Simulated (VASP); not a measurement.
**InSe: band structure with PBE**

Crystal: InSe.

```
CELL_PARAMETERS angstrom
4.03211 0.00000 0.00000
-2.01605 3.49191 0.00000
0.00000 0.00000 16.74723
ATOMIC_POSITIONS crystal
In 0.33333 0.66667 0.16660
In 0.66667 0.33333 0.66660
In 0.33333 0.66667 0.33340
In 0.66667 0.33333 0.83340
Se 0.33333 0.66667 0.58966
Se 0.66667 0.33333 0.08966
Se 0.33333 0.66667 0.91034
Se 0.66667 0.33333 0.41034
```

The cell was built by a generator and needn't be a form met in nature.

- Program: VASP 6.6.1
- Task: band structure
- Functional: PBE
- Potentials or basis: VASP PAW PBE potentials, release 64 (In_d, Se)
- Cutoff: 400 eV
- k mesh: 12 × 12 × 2
- Occupations: gaussian, width 0.02 eV
- Spin: no spin polarisation
- Further INCAR settings: ALGO = Normal; EDIFF = 1e-06; NBANDS = 48

| Quantity | Value |
| --- | --- |
| Band gap on the k mesh | 0.35 eV, direct |
| Band gap along the path | 0.35 eV, direct |

Levels at the corners of the path, in eV from the valence-band top:
| point | band 34 | band 35 | band 36 | band 37 | band 38 | band 39 | band 40 | band 41 | band 42 | band 43 |
| --- | --- | --- | --- | --- | --- | --- | --- | --- | --- | --- |
| Γ | -1.17 | -1.17 | -1.09 | -1.09 | 0.00 | 0.35 | 1.74 | 2.12 | 2.12 | 4.19 |
| M | -2.16 | -2.09 | -2.07 | -1.97 | -1.34 | 1.11 | 1.20 | 1.93 | 1.94 | 3.33 |
| M | -2.16 | -2.09 | -2.07 | -1.97 | -1.34 | 1.11 | 1.20 | 1.93 | 1.94 | 3.33 |
| K | -2.71 | -2.11 | -2.11 | -1.68 | -1.68 | 1.50 | 2.09 | 2.40 | 2.40 | 3.24 |
| K | -2.71 | -2.11 | -2.11 | -1.68 | -1.68 | 1.50 | 2.09 | 2.40 | 2.40 | 3.24 |
| Γ | -1.17 | -1.17 | -1.09 | -1.09 | 0.00 | 0.35 | 1.74 | 2.12 | 2.12 | 4.19 |
| Γ | -1.17 | -1.17 | -1.09 | -1.09 | 0.00 | 0.35 | 1.74 | 2.12 | 2.12 | 4.19 |
| A | -1.12 | -1.12 | -1.12 | -0.92 | -0.92 | 1.22 | 1.22 | 2.13 | 2.13 | 4.26 |
| A | -1.12 | -1.12 | -1.12 | -0.92 | -0.92 | 1.22 | 1.22 | 2.13 | 2.13 | 4.26 |
| L | -2.29 | -2.04 | -2.04 | -1.71 | -1.71 | 1.46 | 1.46 | 1.58 | 1.58 | 3.54 |
| L | -2.29 | -2.04 | -2.04 | -1.71 | -1.71 | 1.46 | 1.46 | 1.58 | 1.58 | 3.54 |
| H | -2.55 | -2.41 | -2.41 | -1.52 | -1.52 | 1.75 | 1.75 | 2.26 | 2.26 | 3.41 |
| H | -2.55 | -2.41 | -2.41 | -1.52 | -1.52 | 1.75 | 1.75 | 2.26 | 2.26 | 3.41 |
| A | -1.12 | -1.12 | -1.12 | -0.92 | -0.92 | 1.22 | 1.22 | 2.13 | 2.13 | 4.26 |
| L | -2.29 | -2.04 | -2.04 | -1.71 | -1.71 | 1.46 | 1.46 | 1.58 | 1.58 | 3.54 |
| M | -2.16 | -2.09 | -2.07 | -1.97 | -1.34 | 1.11 | 1.20 | 1.93 | 1.94 | 3.33 |
| K | -2.71 | -2.11 | -2.11 | -1.68 | -1.68 | 1.50 | 2.09 | 2.40 | 2.40 | 3.24 |
| H | -2.55 | -2.41 | -2.41 | -1.52 | -1.52 | 1.75 | 1.75 | 2.26 | 2.26 | 3.41 |

It took 8.9 min on 1 thread of Intel(R) Xeon(R) 6975P-C (Granite Rapids), with other jobs on the host, peak memory 0.81 GiB.

Caveat: the log is that of the step along the path at fixed density, whose energy, stress, charges and moments have no meaning; spin-orbit coupling is left out, which moves the levels of the heavy elements. Expect the measured gap to be larger: semilocal functionals such as PBE lack the derivative discontinuity.
